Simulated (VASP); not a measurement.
Runs of VASP 6.6.1 on YNb. Symmetry: Pm-3m, No. 221, cubic system. Conventional cell: a = 3.611 Å, b = 3.611 Å, c = 3.611 Å, α = 90.00°, β = 90.00°, γ = 90.00°. Y (site symmetry m-3m) is surrounded by 8 Nb at 3.13 Å. Nb (site symmetry m-3m) is surrounded by 8 Y at 3.13 Å. The cell was built by a generator and needn't be a form met in nature.

| level | k mesh | other keys | gap on the mesh (eV) | pressure (GPa) | relaxed volume (Å³/atom) |
| --- | --- | --- | --- | --- | --- |
| revPBE | 7 × 7 × 7 | - | none | 0.0 | (b) |
| revPBE+dDsC | 7 × 7 × 7 | - | none | 0.0 | (a) |
| revPBE+D2 | 7 × 7 × 7 | - | none | 0.0 | 23.92 |
| revPBE+D3 | 7 × 7 × 7 | - | none | 0.0 | 22.65 |
| revPBE | 9 × 9 × 9 | ALGO = Damped; TIME = 0.5; k = 9 × 9 × 9 | none | 0.0 | 23.99 |
| revPBE+D3(BJ) | 7 × 7 × 7 | - | none | 0.0 | 21.91 |
| revPBE+D4 | 7 × 7 × 7 | - | none | 0.0 | 23.15 |

Alike in all rows: task relaxation of cell and atoms; potentials or basis VASP PAW PBE potentials, release 64 (Y_sv, Nb_sv); no spin polarisation; cell relaxed; cutoff (eV) 600; smearing fermi-dirac 0.05 eV.

Q: Estimate the missing entries.

A: (a) 22.80; (b) 24.03.

Caveats: the PAW data sets were made with another functional, which shifts forces and pressure a little; pairwise dispersion overbinds metals, which lowers pressure and volume (some runs); atom-pairwise D2, TS and ULG terms overbind metals (some runs).

A k mesh can miss the band edges, and the runs leave out spin-orbit coupling on Nb, Y.

A gap of «none» marks a metal or a gap under the smearing width.
